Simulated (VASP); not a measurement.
Wanted: the native input for a VASP 6.6.1 run.

* Task: relaxation of cell and atoms
* Functional: PBE
* Potentials or basis: VASP PAW PBE potentials, release 64 (Zr_sv, As)
* Cutoff: 600 eV
* k mesh: 4 × 4 × 4
* Occupations: gaussian, width 0.1 eV
* Spin: no spin polarisation
* Dipole correction: no
* Further INCAR settings: ALGO = Normal; EDIFF = 1e-06; IBRION = 2; EDIFFG = -0.04; NSW = 90; ISIF = 3

The structure of ZrAs3 lies in POSCAR:

```
ZrAs3
1.0
    0.0000000000      3.6581828000      3.6581828000
    3.6581828000      0.0000000000      3.6581828000
    3.6581828000      3.6581828000      0.0000000000
Zr As
1 3
Direct
    0.5000000000      0.5000000000      0.5000000000
    0.2500000000      0.2500000000      0.2500000000
    0.7500000000      0.7500000000      0.7500000000
    0.0000000000      0.0000000000      0.0000000000
```

The cell was built by a generator and needn't be a form met in nature.

The cell isn't the ideal one: random cell by space group and Wyckoff sites (Fm-3m, No. 225).

The input as run:

INCAR

```
SYSTEM = ZrAs3
PREC = Accurate ; ENCUT = 600
EDIFF = 1E-6 ; ISMEAR = 0
SIGMA = 0.1 ; LREAL = .False.
LASPH = .True. ; NELM = 100
ALGO = Normal ; ISIF = 3
LWAVE = .False. ; LCHARG = .False.
GGA = PE ; IBRION = 2
NSW = 90 ; EDIFFG = -0.04
```

KPOINTS

```
Automatic mesh
0
Gamma
  4 4 4
  0 0 0
```

Potentials or basis: VASP PAW PBE potentials, release 64 (Zr_sv, As).

The run is started by

```sh
$ cat potpaw_PBE.64/Zr_sv/POTCAR potpaw_PBE.64/As/POTCAR > POTCAR
$ mpirun -np 1 vasp_std > vasp.out
```

It gave:

```
Relaxed volume                         : 19.47 Å³/atom
Relaxed cell                           : a = 4.793 Å, b = 4.793 Å, c = 4.793 Å, α = 60.00°, β = 60.00°, γ = 60.00°
Space group after relaxing (to 0.05 Å) : Fm-3m (No. 225)
Energy gained by relaxing              : 246.8 meV/atom
Ionic steps                            : 3
Pressure after relaxing                : -0.3 GPa
Band gap on the k mesh                 : none (metal or under the smearing width)
```

Caveat: the k mesh is coarse (spacing up to 0.37 Å⁻¹), so the values aren't converged; the volume moved by over 15 % at a fixed basis, so the end points are rough.

Run time: 34 s on 1 thread of Intel(R) Xeon(R) 6975P-C (Granite Rapids), with other jobs on the host, peak memory 0.26 GiB.
